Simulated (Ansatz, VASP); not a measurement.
**One calculation of Cd3Os, two programs**

```
CELL_PARAMETERS angstrom
4.19137 0.00000 0.00000
0.00000 4.19137 0.00000
0.00000 0.00000 4.19137
ATOMIC_POSITIONS crystal
Cd 0.00000 0.50000 0.50000
Cd 0.50000 0.00000 0.50000
Cd 0.50000 0.50000 0.00000
Os 0.00000 0.00000 0.00000
```

Change from the starting cell: species swapped into the HoPt3 type (Pm-3m, No. 221).

Alike in both runs: functional PBE; k mesh 4 × 4 × 4; occupations gaussian, width 0.1 eV; no spin polarisation.

Ansatz relaxed the structure, and its values are those at the end. VASP's run is a single point on that final structure, the one shown.

|  | VASP | Ansatz |
| --- | --- | --- |
| version | VASP 6.6.1 | Ansatz 0.2.0 |
| potentials or method | VASP PAW PBE potentials, release 64 (Cd, Os) | scalar-relativistic, plane waves, PAW |
| plane-wave cutoff (eV) | 520 | 420 |
| valence electrons in the cell | 44 | 76 |

```tsv
	VASP	Ansatz	Ansatz less VASP
gap on the k mesh at the Fermi level (eV)	none	none	-
pressure (GPa)	0.6	-0.2	-0.76
```

A gap of «none» marks a metal or a gap that the smearing closes. With one functional, cell and mesh, what is left measures potentials, basis and numerics. The two sets of potentials don't hold the same shells in valence.

Caveats: the k mesh is coarse (spacing up to 0.37 Å⁻¹), so the values aren't converged. The runs have no spin-orbit coupling, so splittings on Os are missing.
